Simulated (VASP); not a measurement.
These are SCAN meta-GGA, VASP's PBE PAW potentials (set 64) (plane waves; VASP) values and carry that method's errors.

VASP input:

INCAR:
```
! general
SYSTEM =Eu
PREC   =Accurate
ENCUT  =520
LREAL  =.False.   ! projection in real space or not
LASPH  =.True.

! electronic loop
EDIFF  =1E-7   ! SCF stop (eV)
NELM   =100
ALGO   =Normal   ! blocked Davidson
LMAXMIX=6   ! l cut-off of mixed one-centre charges
LMIXTAU=.True.

! smearing
ISMEAR =1   ! Methfessel-Paxton
SIGMA  =0.1   ! width (eV)

! functional
METAGGA=SCAN

! ions
ISIF   =2   ! forces and stress, cell fixed

! output
LWAVE  =.False.
LCHARG =.False.
```

### KPOINTS
```
Automatic mesh
0
Gamma
12 12 12
0 0 0
```

### POSCAR
```
Eu
1
   -2.2041669721     2.2041669721     2.2041669721
    2.2041669721    -2.2041669721     2.2041669721
    2.2041669721     2.2041669721    -2.2041669721
Eu
1
Direct
  0.0000000000   0.0000000000   0.0000000000
```

POTCAR, in this order: Eu_2 (PBE.64 set). Program: vasp_std.

Output of the run:

File OUTCAR:
```
 ion  position               nearest neighbor table
   1  0.000  0.000  0.000-
  LATTYP: Found a body centered cubic cell.
 ALAT       =     4.4083339442
 Subroutine PRICEL returns:
 Original cell was already a primitive cell.
 Subroutine GETGRP returns: Found 48 space group operations
The static configuration has the point symmetry O_h .
The dynamic configuration has the point symmetry O_h .
 Subroutine INISYM returns: Found 48 space group operations
 Subroutine IBZKPT returns following result:
 Found     72 irreducible k-points:

 Following reciprocal coordinates:
            Coordinates               Weight
  0.000000  0.000000  0.000000      1.000000
  0.083333  0.000000  0.000000     12.000000
  0.166667  0.000000  0.000000     12.000000
  0.250000  0.000000  0.000000     12.000000
  0.333333  0.000000  0.000000     12.000000
  0.416667  0.000000  0.000000     12.000000
  0.500000  0.000000  0.000000      6.000000
  0.083333  0.083333  0.000000     24.000000
  0.166667  0.083333 -0.000000     48.000000
  0.250000  0.083333  0.000000     48.000000
  0.333333  0.083333  0.000000     48.000000
  0.416667  0.083333  0.000000     48.000000
  0.166667  0.166667  0.000000     24.000000
  0.250000  0.166667 -0.000000     48.000000
  0.333333  0.166667 -0.000000     48.000000
  0.416667  0.166667  0.000000     24.000000
  0.250000  0.250000  0.000000     24.000000
  0.333333  0.250000  0.000000     48.000000
  0.333333  0.333333  0.000000      8.000000
  0.083333  0.083333  0.083333      8.000000
  0.166667  0.083333  0.083333     24.000000
  0.250000  0.083333  0.083333     24.000000
  0.333333  0.083333  0.083333     24.000000
  0.416667  0.083333  0.083333     12.000000
 -0.083333  0.083333  0.083333      6.000000
...
```

### OSZICAR
```
       N       E                     dE             d eps       ncg     rms          rms(c)
DAV:   1    -0.290483290470E+02   -0.29048E+02   -0.38384E+03  1152   0.855E+02
DAV:   2    -0.422432338373E+02   -0.13195E+02   -0.13057E+02  1608   0.120E+02
DAV:   3    -0.425047294197E+02   -0.26150E+00   -0.25597E+00  1656   0.125E+01
DAV:   4    -0.425069782177E+02   -0.22488E-02   -0.22484E-02  1744   0.151E+00
DAV:   5    -0.425069897872E+02   -0.11570E-04   -0.11569E-04  1680   0.827E-02    0.792E+00
DAV:   6    -0.420403725834E+02    0.46662E+00   -0.54754E-01  1552   0.840E+00    0.445E+00
DAV:   7    -0.421779491894E+02   -0.13758E+00   -0.15467E-01  1152   0.414E+00    0.660E-01
DAV:   8    -0.420530098429E+02    0.12494E+00   -0.12028E-01  1680   0.378E+00    0.202E-01
DAV:   9    -0.421251976721E+02   -0.72188E-01   -0.30095E-02  1512   0.169E+00    0.172E-01
DAV:  10    -0.421246684538E+02    0.52922E-03   -0.50709E-04  2128   0.271E-01    0.141E-01
DAV:  11    -0.421257126024E+02   -0.10441E-02   -0.14899E-03  1656   0.512E-01    0.970E-02
DAV:  12    -0.421424480425E+02   -0.16735E-01   -0.18715E-02  1168   0.204E+00    0.164E-02
DAV:  13    -0.421424598319E+02   -0.11789E-04   -0.34639E-03  1152   0.102E+00    0.350E-02
DAV:  14    -0.421431163219E+02   -0.65649E-03   -0.24684E-04  1856   0.195E-01    0.153E-02
DAV:  15    -0.421418699675E+02    0.12464E-02   -0.76471E-03  1152   0.115E+00    0.111E-01
DAV:  16    -0.421418648142E+02    0.51533E-05   -0.14767E-04  2152   0.133E-01    0.926E-02
DAV:  17    -0.421416888259E+02    0.17599E-03   -0.11519E-04  1152   0.131E-01    0.641E-02
DAV:  18    -0.421415994196E+02    0.89406E-04   -0.45668E-05  1240   0.893E-02    0.446E-02
DAV:  19    -0.421415592689E+02    0.40151E-04   -0.31592E-05  1184   0.517E-02    0.331E-02
DAV:  20    -0.421415269659E+02    0.32303E-04   -0.12511E-05  1200   0.472E-02    0.261E-02
DAV:  21    -0.421414861792E+02    0.40787E-04   -0.93030E-06  1296   0.536E-02    0.199E-02
DAV:  22    -0.421415041772E+02   -0.17998E-04   -0.32548E-05  1184   0.634E-02    0.241E-02
DAV:  23    -0.421414762058E+02    0.27971E-04   -0.81160E-06  1168   0.342E-02    0.181E-02
DAV:  24    -0.421414401418E+02    0.36064E-04   -0.29565E-05  1184   0.629E-02    0.791E-03
DAV:  25    -0.421414288590E+02    0.11283E-04   -0.14589E-06  1608   0.178E-02    0.407E-03
DAV:  26    -0.421414242955E+02    0.45635E-05   -0.11903E-06  1368   0.140E-02    0.247E-03
DAV:  27    -0.421414209366E+02    0.33589E-05   -0.34856E-06  1168   0.248E-02    0.682E-04
DAV:  28    -0.421414207680E+02    0.16864E-06   -0.83892E-07  1520   0.138E-02    0.221E-04
DAV:  29    -0.421414219782E+02   -0.12102E-05   -0.11570E-07  1560   0.517E-03    0.530E-04
DAV:  30    -0.421414228318E+02   -0.85365E-06   -0.97201E-08  1216   0.429E-03    0.324E-04
DAV:  31    -0.421414228538E+02   -0.21930E-07   -0.21792E-08   648   0.237E-03
   1 F= -.42141423E+02 E0= -.42141371E+02  d E =-.156500E-03
```

### OUTCAR
```
------------------------ aborting loop because EDIFF is reached ----------------------------------------
  FORCE on cell =-STRESS in cart. coord.  units (eV):
  Direction    XX          YY          ZZ          XY          YZ          ZX
  --------------------------------------------------------------------------------------
  Total       -0.1035914     -0.1035914     -0.1035914     -0.0000000      0.0000000     -0.0000000
  in kB       -3.8747226     -3.8747226     -3.8747226     -0.0000000      0.0000000     -0.0000000
  external PRESSURE =      -3.8747226 kB  Pullay stress =       0.0000000 kB
  volume of cell :       42.83
      direct lattice vectors                 reciprocal lattice vectors
    -2.204166972  2.204166972  2.204166972     0.000000000  0.226843069  0.226843069
     2.204166972 -2.204166972  2.204166972     0.226843069  0.000000000  0.226843069
     2.204166972  2.204166972 -2.204166972     0.226843069  0.226843069  0.000000000
 POSITION                                       TOTAL-FORCE (eV/Angst)
 -----------------------------------------------------------------------------------
      0.00000      0.00000      0.00000         0.000000      0.000000      0.000000
 -----------------------------------------------------------------------------------
    total drift:                                0.000000      0.000000      0.000000
  FREE ENERGIE OF THE ION-ELECTRON SYSTEM (eV)
  ---------------------------------------------------
  free  energy   TOTEN  =       -42.1414228538 eV

  energy  without entropy=      -42.1412663536  energy(sigma->0) =      -42.14137069
```
(Selected blocks of OUTCAR.)

The 4f electrons are frozen in the core of the lanthanide potential, so 4f levels, which can set the real gap, and their magnetism are missing.

The compound is Eu in the bcc structure. This cell is one point of a volume scan, at 1.03 of the reference volume.
